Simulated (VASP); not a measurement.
VASP ran on this input.

### KPOINTS
```
Automatic mesh
0
Gamma
8 8 4
0 0 0
```

### INCAR
```
! general
SYSTEM  = PtS2
PREC    = Accurate
ENCUT   = 480
LREAL   = .False.   ! projection in real space or not
LASPH   = .True.   ! aspherical one-centre terms

! electronic loop
EDIFF   = 1E-7   ! SCF stop (eV)
NELM    = 100   ! most electronic steps
ALGO    = Normal
LMAXMIX = 6
LMIXTAU = .True.

! smearing
ISMEAR  = 0
SIGMA   = 0.05

! functional
METAGGA = R2SCAN

! ions
IBRION  = 2
NSW     = 30   ! most ionic steps
ISIF    = 2
EDIFFG  = -0.01   ! ionic stop

! output
LWAVE   = .False.
LCHARG  = .False.
```

**POSCAR**
```
PtS2
1.0
  1.7730151855  -3.0709524546   0.0000000000
  1.7730151855   3.0709524546   0.0000000000
  0.0000000000   0.0000000000   5.3796148474
Pt S
1 2
Cartesian
  0.0000000000   0.0000000000   0.0000000000
  1.7730151855   1.0236528655   1.1846120171
  1.7730151855  -1.0236528655   4.1950028303
```

POTCAR, in this order: Pt S (PBE.64 set). Program: vasp_std.

Write an equivalent input for Ansatz.

One equivalent input (not run):
Ansatz 0.2 input:
```yaml
crystal:
  lattice:
    - [1.7730152, -3.0709525, 0.0000000]
    - [1.7730152, 3.0709525, 0.0000000]
    - [0.0000000, 0.0000000, 5.3796148]
  atoms:
    - { symbol: Pt, position: [0.0000000, 0.0000000, 0.0000000] }
    - { symbol: S, position: [0.3333330, 0.6666670, 0.2202039] }
    - { symbol: S, position: [0.6666670, 0.3333330, 0.7797961] }
kpoints:
  mp_grid: { grid: [8, 8, 4] }
hamiltonian:
  xc: r2scan
  pseudopotentials: { kind: paw }
scf:
  occupations: { method: gaussian, width: 0.05 }
  max_iter: 100
relax:
  max_steps: 30
  f_tol: 0.01
output: { forces: true, stress: true, eigenvalues: true }
```
The two are equivalent in intent, not identical: each code has its own PAW files, so the cut-off isn't converted (ENCUT is set for VASP's; basis.ecutwfc is left out, and Ansatz then takes the one that its files recommend); Ansatz stops its SCF on the density residual and VASP on the energy change (EDIFF).

The compound is PtS2 in the 1T layered structure. This cell was strained or had an atom moved on purpose. Symmetry was kept, so distortions that lower it aren't found.
